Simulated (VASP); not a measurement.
These are vdW-DF-cx, VASP's PBE PAW potentials (set 64) (plane waves; VASP) values and carry that method's errors.

Input for VASP

### INCAR
```
! general
SYSTEM   = Ni3Al
PREC     = Accurate
ENCUT    = 520   ! plane-wave cut-off (eV)
LREAL    = F
LASPH    = T

! electronic loop
EDIFF    = 1E-7
NELM     = 100   ! most electronic steps
ALGO     = Normal   ! blocked Davidson
LMAXMIX  = 4   ! l cut-off of mixed one-centre charges

! smearing
ISMEAR   = 1
SIGMA    = 0.1

! functional
GGA      = CX
LUSE_VDW = T
AGGAC    = 0.0

! spin
ISPIN    = 2
MAGMOM   = -0.0 3*0.2

! ions
ISIF     = 2   ! forces and stress, cell fixed

! output
LWAVE    = F
LCHARG   = F
LORBIT   = 10
```

### KPOINTS
```
Automatic mesh
0
Gamma
9 9 9
0 0 0
```

**POSCAR**
```
Ni3Al
1
    3.4570358795     0.0000000000     0.0000000000
    0.0000000000     3.4570358795     0.0000000000
    0.0000000000     0.0000000000     3.4570358795
Al Ni
1 3
Direct
  0.0000000000   0.0000000000   0.0000000000
  0.0000000000   0.5000000000   0.5000000000
  0.5000000000   0.0000000000   0.5000000000
  0.5000000000   0.5000000000   0.0000000000
```

POTCAR, in this order: Al Ni (PBE.64 set). Program: vasp_std.

**Question.** What will the output report for the number of irreducible k-points (NKPTS), largest plane-wave count, number of space-group operations, FFT grid (NGX, NGY, NGZ)?

**Answer.** 
The number of irreducible k-points (NKPTS) comes out as 35 and the largest plane-wave count comes out as 1141. The number of space-group operations is 48. The FFT grid (NGX, NGY, NGZ) is 28 × 28 × 28.

The compound is Ni3Al in the L1_2 structure. This cell is one point of a volume scan, at 0.94 of the reference volume.
